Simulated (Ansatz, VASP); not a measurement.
One calculation of Si, two programs

```
Si
1.0
     0.00000    2.71708    2.71708
     2.71708    0.00000    2.71708
     2.71708    2.71708    0.00000
Si
2
Direct
  0.00000 0.00000 0.00000
  0.25000 0.25000 0.25000
```

Alike in both runs: functional PBEsol; k mesh 8 × 8 × 8; occupations gaussian, width 0.02 eV; no spin polarisation.

Ansatz relaxed the structure, and its values are those at the end. VASP's run is a single point on that final structure, the one shown.

|  | VASP | Ansatz |
| --- | --- | --- |
| version | VASP 6.6.1 | Ansatz 0.2.0 |
| potentials or method | VASP PAW PBE potentials, release 64 (Si) | scalar-relativistic, plane waves, PAW |
| plane-wave cutoff (eV) | 520 | 420 |
| valence electrons in the cell | 8 | 8 |

VASP gave:

```
gap on the k mesh at the Fermi level (eV) : 0.51
least direct gap on the mesh (eV)         : 2.52
pressure (GPa)                            : 0.1
```

Q: Estimate Ansatz's values.

A: gap on the k mesh at the Fermi level (eV): 0.51; least direct gap on the mesh (eV): 2.52; pressure (GPa): 0.0.

Caveats: the PAW data sets were made with another functional, which shifts forces and pressure a little (VASP). A k mesh can miss the band edges.
